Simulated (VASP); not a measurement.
Calculation: PBE GGA with D3 dispersion (zero damping), VASP's PBE PAW potentials (set 64) (plane waves; VASP).

A VASP calculation is set up with these files.

KPOINTS:
```
k-points along high-symmetry lines
10
Line-mode
Reciprocal
  0.000000   0.000000   0.000000 ! GAMMA
  0.000000   0.500000   0.000000 ! M

  0.000000   0.500000   0.000000 ! M
 -0.333333   0.666667   0.000000 ! K

 -0.333333   0.666667   0.000000 ! K
  0.000000   0.000000   0.000000 ! GAMMA

  0.000000   0.000000   0.000000 ! GAMMA
  0.000000   0.000000   0.500000 ! A

  0.000000   0.000000   0.500000 ! A
  0.000000   0.500000   0.500000 ! L

  0.000000   0.500000   0.500000 ! L
 -0.333333   0.666667   0.500000 ! H

 -0.333333   0.666667   0.500000 ! H
  0.000000   0.000000   0.500000 ! A

  0.000000   0.500000   0.500000 ! L
  0.000000   0.500000   0.000000 ! M

 -0.333333   0.666667   0.500000 ! H
 -0.333333   0.666667   0.000000 ! K
```

File POSCAR:
```
WS2
1
    1.5858864735    -2.7468359247    -0.0000000000
    1.5858864735     2.7468359247     0.0000000000
    0.0000000000     0.0000000000    12.4201498764
W S
2 4
Direct
  0.3333330000   0.6666670000   0.2500000000
  0.6666670000   0.3333330000   0.7500000000
  0.3333330000   0.6666670000   0.8764980376
  0.6666670000   0.3333330000   0.3764980376
  0.6666670000   0.3333330000   0.1235019624
  0.3333330000   0.6666670000   0.6235019624
```

**INCAR**
```
SIGMA=0.05
LCHARG=.FALSE.
LREAL=.FALSE.   # projection in real space or not
LWAVE=.FALSE.
ENCUT=520   # plane-wave cut-off (eV)
EDIFF=1E-7
LASPH=.TRUE.   # aspherical one-centre terms
ALGO=Normal
LMAXMIX=6
SYSTEM=WS2
GGA=PE
IVDW=11   # D3, zero damping
LORBIT=11   # lm-projected
ISMEAR=0
PREC=Accurate
ICHARG=11   # fixed density
NELM=100
```

POTCAR, in this order: W_sv S (PBE.64 set). Program: vasp_std. Read from the step before: CHGCAR.

Output

File OUTCAR:
```
 ion  position               nearest neighbor table
   1  0.333  0.667  0.250-   4 2.41   5 2.41   4 2.41   5 2.41   4 2.41   5 2.41
   2  0.667  0.333  0.750-   3 2.41   6 2.41   3 2.41   6 2.41   3 2.41   6 2.41
   3  0.333  0.667  0.876-   2 2.41   2 2.41   2 2.41
   4  0.667  0.333  0.376-   1 2.41   1 2.41   1 2.41
   5  0.667  0.333  0.124-   1 2.41   1 2.41   1 2.41
   6  0.333  0.667  0.624-   2 2.41   2 2.41   2 2.41
  LATTYP: Found a hexagonal cell.
 ALAT       =     3.1717729276
 C/A-ratio  =     3.9158382898
 Subroutine PRICEL returns:
 Original cell was already a primitive cell.
 Subroutine GETGRP returns: Found 24 space group operations
The static configuration has the point symmetry D_3d.
 The point group associated with its full space group is D_6h.
The dynamic configuration has the point symmetry D_3d.
 Subroutine INISYM returns: Found 24 space group operations
   k-points           NKPTS =     90   k-points in BZ     NKDIM =     90   number of bands    NBANDS=     31
   number of dos      NEDOS =    301   number of ions     NIONS =      6
   total plane-waves  NPLWV =  55296
   dimension x,y,z NGX =    24 NGY =   24 NGZ =   96
   dimension x,y,z NGXF=    48 NGYF=   48 NGZF=  192
   ions per type =               2   4
   PREC   = accura    normal or accurate (medium, high low for compatibility)
   ISTART =      0    job   : 0-new  1-cont  2-samecut
   ICHARG =     11    charge: 1-file 2-atom 10-const
   ISPIN  =      1    spin polarized calculation?
   LNONCOLLINEAR =      F non collinear calculations
   LSORBIT =      F    spin-orbit coupling
   INIWAV =      1    electr: 0-lowe 1-rand  2-diag
   ENCUT  =  520.0 eV  38.22 Ry    6.18 a.u.   5.90  5.90 23.09*2*pi/ulx,y,z
   NELM   =    100;   NELMIN=  2; NELMDL= -5     # of ELM steps
   EDIFF  = 0.1E-06   stopping-criterion for ELM
   LREAL  =      F    real-space projection
   NLSPLINE    = F    spline interpolate recip. space projectors
   LMAXMIX     =    6 max onsite mixed and CHGCAR
   VOSKOWN=      0    Vosko Wilk Nusair interpolation
   EDIFFG = 0.1E-05   stopping-criterion for IOM
   NSW    =      0    number of steps for IOM
   NBLOCK =      1;   KBLOCK =      1    inner block; outer block
...
```

### OSZICAR
```
       N       E                     dE             d eps       ncg     rms          rms(c)
DAV:   1     0.525460952344E+03    0.52546E+03   -0.29183E+04  6212   0.168E+03
DAV:   2    -0.102777425417E+02   -0.53574E+03   -0.52334E+03  6462   0.452E+02
DAV:   3    -0.448300348702E+02   -0.34552E+02   -0.33863E+02  7145   0.102E+02
DAV:   4    -0.457776607899E+02   -0.94763E+00   -0.94442E+00  6762   0.173E+01
DAV:   5    -0.458094628423E+02   -0.31802E-01   -0.31790E-01  7376   0.299E+00
DAV:   6    -0.458101971416E+02   -0.73430E-03   -0.73416E-03  6898   0.506E-01
DAV:   7    -0.458102324173E+02   -0.35276E-04   -0.35274E-04  7543   0.966E-02
DAV:   8    -0.458102335341E+02   -0.11168E-05   -0.11168E-05  6838   0.188E-02
DAV:   9    -0.458102335953E+02   -0.61193E-07   -0.61169E-07  5660   0.420E-03
   1 F= -.47318243E+02 E0= -.47318243E+02  d E =-.255188E-27
```

File OUTCAR:
```
 val. band max:        7.2499588417   @ k =   0.0000   0.0000   0.0000

 cond. band min:       8.2866778420   @ k =  -0.1852   0.3704   0.0000



 k-point     1 :       0.0000    0.0000    0.0000
  band No.  band energies     occupation
      1     -67.3690      2.00000
      2     -67.3690      2.00000
      3     -31.6121      2.00000
      4     -31.6120      2.00000
      5     -31.4523      2.00000
      6     -31.4523      2.00000
      7     -31.4523      2.00000
      8     -31.4523      2.00000
      9      -8.2681      2.00000
     10      -8.0558      2.00000
     11      -6.7413      2.00000
     12      -6.3400      2.00000
     13      -0.2780      2.00000
     14       0.7069      2.00000
     15       3.5189      2.00000
     16       3.7967      2.00000
     17       3.7967      2.00000
     18       3.8099      2.00000
     19       3.8099      2.00000
     20       5.0124      2.00000
     21       5.0125      2.00000
     22       5.0613      2.00000
     23       5.0613      2.00000
     24       5.7196      2.00000
     25       6.1163      2.00000
     26       7.2500      2.00000
     27       9.5380      0.00000
     28       9.5421      0.00000
     29       9.5584      0.00000
     30       9.5698      0.00000
     31       9.6412      0.00000

 k-point     2 :       0.0000    0.0556    0.0000
  band No.  band energies     occupation
      1     -67.3685      2.00000
      2     -67.3685      2.00000
      3     -31.6102      2.00000
      4     -31.6101      2.00000
      5     -31.4630      2.00000
      6     -31.4629      2.00000
      7     -31.4548      2.00000
      8     -31.4548      2.00000
      9      -8.2163      2.00000
     10      -8.0041      2.00000
     11      -6.7192      2.00000
     12      -6.3232      2.00000
     13      -0.2154      2.00000
     14       0.7691      2.00000
     15       3.4342      2.00000
     16       3.6551      2.00000
     17       3.6724      2.00000
     18       3.8461      2.00000
...
```

The density is held fixed in this step, so its total energy and stress have no physical meaning. Unless said otherwise, spin-orbit coupling is left out, though it shifts the bands of the heavy elements here.

The compound is WS2 in the 2H layered structure. It was relaxed first.
